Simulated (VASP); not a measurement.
Output of a VASP run:

OSZICAR:
```
       N       E                     dE             d eps       ncg     rms          rms(c)
DAV:   1     0.777620776526E+02    0.77762E+02   -0.92854E+03   950   0.206E+03
DAV:   2    -0.266329879485E+01   -0.80425E+02   -0.77046E+02   975   0.320E+02
DAV:   3    -0.805227046834E+01   -0.53890E+01   -0.53624E+01  1168   0.722E+01
DAV:   4    -0.812719475407E+01   -0.74924E-01   -0.74890E-01  1019   0.885E+00
DAV:   5    -0.812832742687E+01   -0.11327E-02   -0.11326E-02  1146   0.101E+00    0.431E+00
DAV:   6    -0.786543801429E+01    0.26289E+00   -0.31515E-01  1435   0.160E+01    0.262E+00
DAV:   7    -0.779137141470E+01    0.74067E-01   -0.14656E-01  1298   0.444E+00    0.604E-01
DAV:   8    -0.778956189018E+01    0.18095E-02   -0.14490E-02  1078   0.193E+00    0.295E-01
DAV:   9    -0.778959350880E+01   -0.31619E-04   -0.10298E-03  1063   0.326E-01    0.470E-02
DAV:  10    -0.778959021189E+01    0.32969E-05   -0.11576E-04  1149   0.193E-01    0.173E-02
DAV:  11    -0.778960073326E+01   -0.10521E-04   -0.18379E-05  1000   0.594E-02    0.550E-03
DAV:  12    -0.778960069420E+01    0.39057E-07   -0.10023E-06   775   0.186E-02
   1 F= 0.14978261E+01 E0= 0.14978261E+01  d E =0.149783E+01
```

**OUTCAR**
```
------------------------ aborting loop because EDIFF is reached ----------------------------------------
  FORCE on cell =-STRESS in cart. coord.  units (eV):
  Direction    XX          YY          ZZ          XY          YZ          ZX
  --------------------------------------------------------------------------------------
  Total        9.3033127      9.3033127      9.3033127     -0.0000000     -0.0000000      0.0000000
  in kB      450.7697114    450.7697114    450.7697114     -0.0000000     -0.0000000      0.0000000
  external PRESSURE =       0.7697114 kB  Pullay stress =     450.0000000 kB
  volume of cell :       33.07
      direct lattice vectors                 reciprocal lattice vectors
     0.000000000  2.547540863  2.547540863    -0.196267706  0.196267706  0.196267706
     2.547540863  0.000000000  2.547540863     0.196267706 -0.196267706  0.196267706
     2.547540863  2.547540863  0.000000000     0.196267706  0.196267706 -0.196267706
  FREE ENERGIE OF THE ION-ELECTRON SYSTEM (eV)
  ---------------------------------------------------
  free  energy   TOTEN  =        -7.7896006942 eV

  energy  without entropy=       -7.7896006942  energy(sigma->0) =       -7.78960069
  enthalpy is  TOTEN    =         1.4978261067 eV   P V=        9.2874268009

 reached required accuracy - stopping structural energy minimisation
```
(Selected blocks of OUTCAR.)

### POSCAR
```
GaAs
1
   -0.0000000000     2.5475408633     2.5475408633
    2.5475408633     0.0000000000     2.5475408633
    2.5475408633     2.5475408633     0.0000000000
Ga As
1 1
Direct
  0.0000000000   0.0000000000   0.0000000000
  0.2500000000   0.2500000000   0.2500000000
```

Reconstruct the remaining input files.

Several could match; the one computed here: the input of the run itself, PBEsol GGA, plane waves, VASP's PBE PAW potentials (set 64).

**KPOINTS**
```
Automatic mesh
0
Gamma
9 9 9
0 0 0
```

INCAR:
```
# general
SYSTEM  = GaAs
PREC    = Accurate
ENCUT   = 500
LREAL   = .FALSE.
LASPH   = .TRUE.   # aspherical one-centre terms

# electronic loop
EDIFF   = 1E-6   # SCF stop (eV)
NELM    = 100
ALGO    = Normal
LMAXMIX = 4   # l cut-off of mixed one-centre charges

# smearing
ISMEAR  = 0   # Gaussian
SIGMA   = 0.05   # width (eV)

# functional
GGA     = PS

# ions
IBRION  = 2   # conjugate gradients
NSW     = 40
ISIF    = 3   # ions, shape and volume
EDIFFG  = -0.02   # ionic stop
PSTRESS = 450

# output
LWAVE   = .FALSE.
LCHARG  = .FALSE.
```

POTCAR, in this order: Ga_d As (PBE.64 set). Program: vasp_std.

The structure was generated: GaAs was put into the zinc blende type (F-43m), which need not be its known phase. It was relaxed first under an external pressure of 45 GPa.
